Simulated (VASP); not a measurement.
Consider the following.

```xyz
2
Lattice="-2.8824 2.8824 1.5663 2.8824 -2.8824 1.5663 2.8824 2.8824 -1.5663" Properties=species:S:1:pos:R:3 pbc="T T T"
Sn     2.8824     0.0000     0.7832
Sn    -2.8824     2.8824     1.5663
```

Level of theory: PBE GGA, VASP's PBE PAW potentials (set 64) (plane waves; VASP 6.6.1). Run with 500 eV cut-off, 13×13×13 Γ-centred mesh, first-order Methfessel-Paxton smearing of 0.10 eV, potentials Sn_d.

Energy and stress use the plane-wave basis of the starting cell.

Task: The ions, cell shape and volume at an external pressure of 10.0 GPa are relaxed. Predict the relaxed structure.

Result: 
```xyz
2
Lattice="-2.8283 2.8283 1.5320 2.8283 -2.8283 1.5320 2.8283 2.8283 -1.5320" Properties=species:S:1:pos:R:3 pbc="T T T"
Sn     2.8283     0.0000     0.7660
Sn     2.8283     2.8283     1.5320
```
Space group I4_1/amd (141), at a tolerance of 0.03 Å.

Task: How do energy and volume change from the first to the last step?

Result: The energy (σ→0) changes by +69.9 meV/atom and the volume by -5.8 %, in 8 ionic steps.

The compound is Sn in the beta structure. This run relaxes it under an external pressure of 10 GPa. Symmetry was kept, so distortions that lower it aren't found.
